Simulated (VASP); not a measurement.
```xyz
2
Lattice="0.0000 3.1870 3.1870 3.1870 0.0000 3.1870 3.1870 3.1870 0.0000" Properties=species:S:1:pos:R:3 pbc="T T T"
Te     4.7805     4.7805     4.7805
Te     3.1870     3.1870     3.1870
```

Level of theory: r2SCAN meta-GGA, VASP's PBE PAW potentials (set 64) (plane waves; VASP). Run with 400 eV cut-off, 7×7×7 Γ-centred mesh, Gaussian smearing of 0.050 eV, potentials Te.

Energy and stress use the plane-wave basis of the starting cell.

Problem. The ions, cell shape and volume are relaxed. What does this cell relax into?

Solution. 
```xyz
2
Lattice="0.0000 3.5686 3.5686 3.5686 0.0000 3.5686 3.5686 3.5686 0.0000" Properties=species:S:1:pos:R:3 pbc="T T T"
Te     5.3529     5.3529     5.3529
Te     3.5686     3.5686     3.5686
```
Space group Fd-3m (227), at a tolerance of 0.03 Å.

Problem. How do energy and volume change from the first to the last step?

Solution. The energy (σ→0) changes by -629.1 meV/atom and the volume by +40.4 %, in 5 ionic steps.

The structure was generated: Te was put into the diamond type (Fd-3m), which need not be its known phase. This run relaxes it. Symmetry was kept, so distortions that lower it aren't found.
